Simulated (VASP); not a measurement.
Data:

```yaml
crystal:
  lattice:
    - [4.09951, 0.00000, 0.00000]
    - [-2.04975, 3.55028, 0.00000]
    - [0.00000, 0.00000, 4.28783]
  atoms:
    - { symbol: Ca, position: [0.66667, 0.33333, 0.00000] }
    - { symbol: Ga, position: [0.00000, 0.00000, 0.50000] }
    - { symbol: Si, position: [0.33333, 0.66667, 0.50000] }
```

Level of theory: PBEsol GGA, VASP's PBE PAW potentials (set 64) (plane waves; VASP). Settings: 400 eV cut-off, 10×10×8 Γ-centred mesh, tetrahedra with Blöchl corrections, potentials Ca_sv Ga_d Si.

Tabulate the total density of states (states/eV per cell) against energy (eV; zero at the valence-band maximum or, without a gap, the Fermi level).

(E (eV), DOS (states/eV)): (-9.99, 0.73); (-9.78, 0.75); (-9.57, 0.77); (-9.26, 0.82); (-9.05, 0.90); (-8.85, 1.06); (-8.64, 1.33); (-8.43, 0.63); (-8.22, 0.54); (-7.91, 0.00); (-7.70, 0.00); (-7.49, 0.00); (-7.28, 0.22); (-7.08, 1.05); (-6.76, 1.03); (-6.55, 0.76); (-6.35, 0.60); (-6.14, 0.54); (-5.93, 0.50); (-5.62, 0.41); (-5.41, 0.37); (-5.20, 0.35); (-4.99, 0.34); (-4.79, 0.44); (-4.58, 0.64); (-4.26, 0.84); (-4.06, 0.82); (-3.85, 0.96); (-3.64, 1.31); (-3.43, 1.42); (-3.12, 1.55); (-2.91, 1.61); (-2.70, 1.60); (-2.49, 1.84); (-2.29, 1.58); (-1.97, 1.43); (-1.76, 1.37); (-1.56, 1.18); (-1.35, 1.31); (-1.14, 0.94); (-0.93, 0.67); (-0.62, 0.81); (-0.41, 0.88); (-0.20, 0.94); (0.01, 1.00); (0.21, 1.14); (0.53, 1.19); (0.73, 1.16); (0.94, 1.50); (1.15, 0.95); (1.36, 1.54); (1.67, 2.33); (1.88, 1.24); (2.09, 0.78); (2.30, 1.42); (2.50, 2.42); (2.71, 1.73); (3.02, 2.30); (3.23, 2.73); (3.44, 2.48)
Within 2 eV below the Fermi level the largest weight inside VASP's projection spheres is Ga p, then Si p.

The structure comes from a computed database's CaGaSi entry (P-6m2); how it stands against other phases isn't given here. It was relaxed first. The electron count is odd and the run is not spin-polarised, which forces a metal.
